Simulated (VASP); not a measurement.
Crystal: SnSe.

```xyz
8
Lattice="11.4200 0.0000 0.0000 0.0000 4.1900 0.0000 0.0000 0.0000 4.4600" Properties=species:S:1:pos:R:3 pbc="T T T"
Sn    1.4047    1.0475    0.4059
Sn    4.3053    3.1425    2.6359
Sn    7.1147    1.0475    1.8241
Sn   10.0153    3.1425    4.0541
Se    4.0769    1.0475    0.0714
Se    1.6331    3.1425    2.3014
Se    9.7869    1.0475    2.1586
Se    7.3431    3.1425    4.3886
```

```yaml
Program: VASP 6.6.1
Task: relaxation of cell and atoms
Functional: PBE
Dispersion: D3(BJ)
Potentials_or_basis: VASP PAW PBE potentials, release 64 (Sn_d, Se)
Cutoff: 600 eV
k_mesh: 4 × 8 × 8
Occupations: gaussian, width 0.03 eV
Spin: no spin polarisation
```

At the start: pressure 0.2 GPa; volume 26.68 Å³/atom.

Where does the relaxation end?

Over 18 steps the energy falls by 7.1 meV/atom and the volume is 26.23 Å³/atom (-1.7 %); space group Pnma (No. 62, to 0.05 Å).

The path:
```tsv
step	energy change (eV)	largest force (eV/Å)	pressure (GPa)	volume (Å³)
1	0.0000	0.3326	0.24	213.41
2	-0.0384	0.0662	-0.48	214.60
3	-0.0388	0.0889	-0.43	214.48
4	-0.0446	0.1063	-0.05	212.42
5	-0.0459	0.1207	0.23	210.93
6	-0.0504	0.0911	0.19	210.47
7	-0.0554	0.0199	0.08	209.10
8	-0.0555	0.0183	0.08	209.27
9	-0.0559	0.0287	-0.01	209.72
10	-0.0559	0.0332	-0.07	209.91
11	-0.0559	0.0314	-0.05	209.84
12	-0.0562	0.0247	-0.04	209.83
13	-0.0564	0.0174	-0.01	209.83
14	-0.0563	0.0160	0.04	209.82
15	-0.0564	0.0144	0.01	209.83
16	-0.0565	0.0110	-0.01	209.88
17	-0.0565	0.0102	-0.01	209.88
18	-0.0566	0.0091	-0.01	209.84
```

Final structure:
```xyz
8
Lattice="11.4951 0.0000 0.0000 0.0000 4.1770 0.0000 0.0000 0.0000 4.3704" Properties=species:S:1:pos:R:3 pbc="T T T"
Sn    1.3605    1.0443    0.3900
Sn    4.3871    3.1328    2.5752
Sn    7.1080    1.0443    1.7952
Sn   10.1346    3.1328    3.9804
Se    4.1075    1.0443    0.0897
Se    1.6401    3.1328    2.2748
Se    9.8550    1.0443    2.0955
Se    7.3877    3.1328    4.2807
```
